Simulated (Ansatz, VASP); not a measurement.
# Ga in two plane-wave programs, part 2 of 2

Wanted: the spread between two codes on one cell, functional and k mesh. The structure shown is frame 200 of Ansatz's trajectory.

VASP 6.6.1 and Ansatz 0.2.0.

So far: The structure; Ansatz: dynamics, PBE.

### Step 3. VASP: single point, PBE

Level of this step: PBE; plane waves and PAW (Ga_d) (VASP).

The same cell, functional, mesh and smearing now go to VASP, with its own data sets.

Lines of VASP's logs that name or quote its potential files are left out, and so is its time.

File INCAR:

```
SYSTEM = Ga
PREC = Accurate
ENCUT = 400
EDIFF = 1E-06
NELM = 120
ISMEAR = -1
SIGMA = 0.05
LREAL = Auto
ALGO = Normal
GGA = PE
NBANDS = 368
LORBIT = 11
LWAVE = .FALSE.
LCHARG = .FALSE.
ISIF = 2
LASPH = .TRUE.
GGA_COMPAT = .FALSE.
EFERMI = MIDGAP
NCORE = 2
```

File POSCAR:

```
Ga
1.0
    9.7619000000      0.0000000000      0.0000000000
    0.0000000000      9.7619000000      0.0000000000
    0.0000000000      0.0000000000      9.7619000000
Ga
48
Direct
    0.2611172005      0.3510074883      0.9753941343
    0.7534803676      0.0462819738      0.2632889089
    0.4180743503      0.0804863807      0.8022208791
    0.1263381104      0.3553509050      0.5047787828
    0.4232782553      0.8146160071      0.6816808203
    0.9646175437      0.3255616222      0.7501818294
    0.7594218339      0.2713098884      0.0957395589
    0.9836302359      0.2925250207      0.2537313433
    0.8827482355      0.8118603960      0.5445251437
    0.6782388674      0.9085628822      0.7628842746
    0.1874839939      0.1812966738      0.7405525564
    0.9333633821      0.0312131860      0.7136315676
    0.1845235046      0.9187350823      0.7281266966
    0.1422468987      0.6992081460      0.5942900460
    0.6096251754      0.9358936273      0.4822421865
    0.7944355095      0.9549985146      0.9988424385
    0.7166637642      0.6097276145      0.3774470134
    0.2431288991      0.7905735564      0.1689425214
    0.9713682787      0.0679171063      0.4160563005
    0.4654831539      0.6833403333      0.4174392280
    0.2658293980      0.7129247380      0.9062375152
    0.4099304439      0.9990370727      0.2145176656
    0.0364273348      0.1861010664      0.0017619521
    0.5125129329      0.5943002899      0.8509818785
    0.7516774398      0.6847847243      0.0290005020
    0.1308761614      0.0452780709      0.2211147420
    0.0552556367      0.8942521435      0.0072014669
    0.2414898739      0.4770485254      0.7283315748
    0.9541380264      0.5602495416      0.2183591309
    0.6215593276      0.8282608918      0.2203771807
    0.6830944796      0.4063041006      0.6468310472
    0.6945881437      0.6545447095      0.6678617892
    0.5058646370      0.1738595970      0.4072772718
    0.1929235087      0.5759329639      0.3434884602
    0.0452780709      0.5136704945      0.9535131481
    0.6982452187      0.1962527787      0.8323994304
    0.4441246069      0.3359899200      0.7890779459
    0.2479332917      0.1188088384      0.4711070591
    0.2672942767      0.8428891917      0.4283899651
    0.7642979338      0.4549216853      0.9043731241
    0.9646072998      0.7512062201      0.8201579611
    0.9217980106      0.8176891794      0.2718015960
    0.5132812260      0.2315737715      0.1043034655
    0.4025548305      0.4115797130      0.4959587785
    0.7427959721      0.1518044643      0.5676866184
    0.5018182936      0.8727809136      0.9775760866
    0.2785215993      0.3070201498      0.2415001178
    0.6998227804      0.3431811430      0.3501367562
```

File KPOINTS:

```
Automatic mesh
0
Gamma
1 1 1
0 0 0
```

The projector-augmented-wave data sets are Ga_d (PBE family, release 64).

Launch:

```
mpirun -np 8 vasp_gam
```

Numbers of over 12 decimals in the logs are rounded to 6 here.

What it wrote:

```text
[banner, memory and clock lines left out]
running    8 mpi-ranks, on    1 nodes
[...]
LDA part: xc-table for (Slater+PW92), standard interpolation
 POSCAR, INCAR and KPOINTS ok, starting setup
[...]
entering main loop
       N       E                     dE             d eps       ncg     rms          rms(c)
DAV:   1     0.865066561178E+04    0.86507E+04   -0.23660E+05   744   0.323E+03
DAV:   2     0.177716442956E+04   -0.68735E+04   -0.66673E+04   736   0.823E+02
DAV:   3     0.881115375486E+02   -0.16891E+04   -0.15887E+04   824   0.248E+02
DAV:   4    -0.128511354534E+03   -0.21662E+03   -0.19657E+03   784   0.821E+01
[...]
DAV:  16    -0.145327162559E+03   -0.57308E-05   -0.72722E-05   784   0.561E-02    0.493E-03
DAV:  17    -0.145327166140E+03   -0.35811E-05   -0.36879E-05   832   0.311E-02    0.456E-03
DAV:  18    -0.145327166139E+03    0.13533E-08   -0.63346E-06   728   0.164E-02
   1 F= -.14532717E+03 E0= -.14531200E+03  d E =-.303294E-01
```

Parts of OUTCAR (step 3):

```text
  Total       14.7373794     22.4014714      8.1953083      0.5026468      0.3736605      2.2931592
  in kB       25.3821136     38.5819402     14.1147378      0.8657061      0.6435536      3.9494965
  external PRESSURE =      26.0262639 kB  Pullay stress =       0.0000000 kB

 POSITION                                       TOTAL-FORCE (eV/Angst)
 -----------------------------------------------------------------------------------
      2.54900      3.42650      9.52170        -0.242906     -0.429901      0.212120
      7.35540      0.45180      2.57020         0.121910      0.631382     -0.134041
      4.08120      0.78570      7.83120         0.798731     -0.756939      0.407408
      1.23330      3.46890      4.92760        -0.484300     -0.141610     -0.073111
      4.13200      7.95220      6.65450         0.339034     -0.408311      0.223074
      9.41650      3.17810      7.32320        -0.002268      0.128030     -0.001817
      7.41340      2.64850      0.93460         0.762228     -0.348385     -0.178465
      9.60210      2.85560      2.47690         0.119274      0.196395      0.145066
      8.61730      7.92530      5.31560         0.112411     -0.281703     -0.396873
      6.62090      8.86930      7.44720         0.018280      0.064942     -0.272916
      1.83020      1.76980      7.22920        -0.219187      0.506194      0.242490
      9.11140      0.30470      6.96640         0.347662      0.375736      0.428733
      1.80130      8.96860      7.10790         0.092979     -0.277373      0.375420
      1.38860      6.82560      5.80140        -0.588565     -0.747599      0.234751
[...]
-----------------------------------------------------------------------------------
    total drift:                                0.005543      0.003580      0.003343

  FREE ENERGIE OF THE ION-ELECTRON SYSTEM (eV)
  ---------------------------------------------------
  free  energy   TOTEN  =      -145.3271661390 eV

  energy  without entropy=     -145.2968367115  energy(sigma->0) =     -145.31200143

[... 3 further parts left out ...]
[key lines of the parts left out:]
E-fermi :   4.7747
```

The run ends at a pressure of 2.60 GPa, with forces up to 1.4 eV/Å.

### Step 4. Comparison

Known differences besides the potentials themselves: the cutoff is 420 eV in Ansatz and 400 eV in VASP (PREC = Accurate, projectors in real space). Total energies have different zeros and are not compared.

Forces on 8 of the 48 atoms, those with the largest forces and the largest differences (eV/Å; atoms numbered as in POSCAR):

```tsv
atom	Ansatz x, y, z	VASP x, y, z
Ga3	0.793, -0.750, 0.405	0.799, -0.757, 0.407
Ga14	-0.582, -0.738, 0.233	-0.589, -0.748, 0.235
Ga15	-0.031, -1.052, -0.308	-0.034, -1.061, -0.306
Ga19	-0.307, -0.019, 0.949	-0.307, -0.019, 0.960
Ga28	-0.779, 0.859, -0.179	-0.785, 0.866, -0.182
Ga37	1.185, 0.043, -0.276	1.198, 0.041, -0.279
Ga39	-0.410, 1.295, 0.044	-0.414, 1.308, 0.044
Ga41	-0.752, -0.689, -0.587	-0.760, -0.696, -0.591
```

The forces differ by 4.0 meV/Å r.m.s., which is 1.0 % of the r.m.s. force of 0.408 eV/Å (both taken over all components).

### Step 5. What came out

```json
{
  "r.m.s. force difference (single point, PBE)": "0.99 % of the r.m.s. force"
}
```

**Reading.** The r.m.s. force difference is 0.99 % of the r.m.s. force (single point, PBE), within the 3 % picked in this series as the mark of a large difference. 2 further runs of this series are not shown here. How closely two codes agree says nothing of how well the functional describes the real material.

[Lines on the potential files, build, host, timing and source positions are cut from VASP's logs without a mark.]

[Logs are printed without paths, hosts, clocks, repeated set-up lines and the standing remarks that a program may print on its own settings, such as how far it seeks lower states.]

[Hosts, paths, dates, database ids (printed as entryN), source tags and the programs' standing remarks are cut or masked in the printed files.]
